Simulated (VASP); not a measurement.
Here is the system:

```
CELL_PARAMETERS angstrom
      2.83792     0.00000     0.00000
      0.00000     2.83792     0.00000
      0.00000     0.00000     3.83235
ATOMIC_POSITIONS crystal
  Cu 0.00000 0.00000 0.00000
  Au 0.50000 0.50000 0.50000
```

The numbers are results of PBE GGA, VASP's PBE PAW potentials (set 64) (plane waves; VASP), not measurements. Settings: 480 eV cut-off, 12×12×10 Γ-centred mesh, first-order Methfessel-Paxton smearing of 0.10 eV, potentials Cu Au.

Unless said otherwise, spin-orbit coupling is left out, though it shifts the bands of the heavy elements here.

**Question.** Predict the energy per atom (σ→0), pressure, band gap (on the k-mesh) with the smallest direct gap where there is one.

**Answer.** 
```yaml
band gap (on the k-mesh): none (metal, semimetal or under 0.01 eV)
energy per atom (σ→0): -3.523 eV/atom
pressure: -3.55 GPa
```

Total energies compare only between runs with the same potentials, cut-off and functional.

The compound is CuAu in the L1_0 structure. This cell was strained or had an atom moved on purpose.
